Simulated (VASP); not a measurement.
Data:

```
CELL_PARAMETERS angstrom
      2.23087    -3.86399     0.00000
      2.23087     3.86399     0.00000
      0.00000     0.00000     6.81611
ATOMIC_POSITIONS crystal
  Pb 0.00000 0.00000 0.00000
  I  0.33333 0.66667 0.27445
  I  0.66667 0.33333 0.72555
```

Method: LDA (Ceperley-Alder, Perdew-Zunger) with spin-orbit coupling, VASP's LDA PAW potentials (set 64) (plane waves; VASP). Numerical set-up: 400 eV cut-off, 5×5×3 Γ-centred mesh, Gaussian smearing of 0.050 eV, potentials Pb_d I.

**Question.** What does the run give for the energy per atom (σ→0), band gap (over mesh and band path) with the smallest direct gap where there is one?

**Answer.** 
- band gap (over mesh and band path) = 1.25 eV
- smallest direct gap (over mesh and band path) = 1.25 eV
- energy per atom (σ→0) = -3581 meV/atom

The compound is PbI2 in the 1T layered structure. It was relaxed first, which changed the volume by -7 %.
